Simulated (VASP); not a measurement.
# Ag2Rh2 (ordered alloy cell): computed properties

Calculation: PBEsol GGA, VASP's PBE PAW potentials (set 64) (plane waves; VASP).

- space group = P4/mmm (123)
- cell = a = 2.687 Å, b = 2.687 Å, c = 4.138 Å, α = 90.00°, β = 90.00°, γ = 90.00°
- volume per atom = 14.94 Å³/atom
- band gap (on the k-mesh) = none (metal, semimetal or under 0.01 eV)
- density = 11.71 g/cm³

```yaml
crystal:
  lattice:
    - [3.80024, 0.00000, 0.00000]
    - [0.00000, 3.80024, 0.00000]
    - [0.00000, 0.00000, 4.13802]
  atoms:
    - { symbol: Rh, position: [0.00000, 0.00000, 0.00000] }
    - { symbol: Rh, position: [0.50000, 0.50000, 0.00000] }
    - { symbol: Ag, position: [0.50000, 0.00000, 0.50000] }
    - { symbol: Ag, position: [0.00000, 0.50000, 0.50000] }
```

The structure was generated: Ag2Rh2 was put into an ordered model structure (P4/mmm), which need not be its known phase. It was relaxed first. Symmetry was kept, so distortions that lower it aren't found.
